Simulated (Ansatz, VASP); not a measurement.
**ScF3: VASP beside Ansatz**

INCAR

```
PREC     = Accurate       # precision mode
ENCUT    = 520            # plane-wave cutoff, eV
EDIFF    = 1E-6           # SCF threshold, eV
ISMEAR   = 0              # smearing method
SIGMA    = 0.05           # smearing width, eV
LREAL    = False          # projectors in reciprocal space
LASPH    = True           # aspherical terms in the spheres
NELM     = 80             # most SCF steps
ALGO     = Normal         # electronic algorithm
ISIF     = 2              # what is computed and relaxed
LWAVE    = False          # write WAVECAR
LCHARG   = False          # write CHGCAR
NBANDS   = 24             # bands
```

KPOINTS

```
regular mesh
0
Gamma
  6 6 6
```

The input POSCAR:

```
ScF3
1.0
    4.0124500000      0.0000000000      0.0000000000
    0.0000000000      4.0124500000      0.0000000000
    0.0000000000      0.0000000000      3.8519520000
Sc F
1 3
Direct
    0.0000000000      0.0000000000      0.0000000000
    0.5000000000      0.0000000000      0.0000000000
    0.0000000000      0.5000000000      0.0000000000
    0.0000000000      0.0000000000      0.5000000000
```

Input for Ansatz:

```yaml
crystal:
  lattice:
    - [4.01245, 0.0, 0.0]
    - [0.0, 4.01245, 0.0]
    - [0.0, 0.0, 3.851952]
  atoms:
    - { symbol: Sc, position: [0.0, 0.0, 0.0] }
    - { symbol: F, position: [0.5, 0.0, 0.0] }
    - { symbol: F, position: [0.0, 0.5, 0.0] }
    - { symbol: F, position: [0.0, 0.0, 0.5] }
basis:
  ecutwfc: 420
kpoints:
  mp_grid: { grid: [6, 6, 6] }
hamiltonian:
  xc: lda
scf:
  occupations: { method: gaussian, width: 0.05 }
output:
  forces: true
  stress: true
  eigenvalues: true
```

Change from the starting cell: strain +0.000 along x and y, -0.040 along z, atoms carried along.

Alike in both runs: task single point; functional LDA; k mesh 6 × 6 × 6; occupations gaussian, width 0.05 eV; no spin polarisation.

|  | VASP | Ansatz |
| --- | --- | --- |
| version | VASP 6.6.1 | Ansatz 0.2.0 |
| potentials or method | VASP PAW LDA potentials, release 64 (Sc_sv, F) | scalar-relativistic, plane waves, PAW |
| plane-wave cutoff (eV) | 520 | 420 |
| valence electrons in the cell | 32 | 32 |

Ansatz gave:

| Item | Value |
| --- | --- |
| gap on the k mesh at the Fermi level (eV) | 6.28 |
| least direct gap on the mesh (eV) | 6.83 |
| pressure (GPa) | 1.6 |
| largest component of the traceless stress (GPa) | 7.81 |

Question: Which values does VASP return?

Answer: gap on the k mesh at the Fermi level (eV): 6.25; least direct gap on the mesh (eV): 6.80; pressure (GPa): 2.5; largest component of the traceless stress (GPa): 8.05.

A k mesh can miss the band edges.
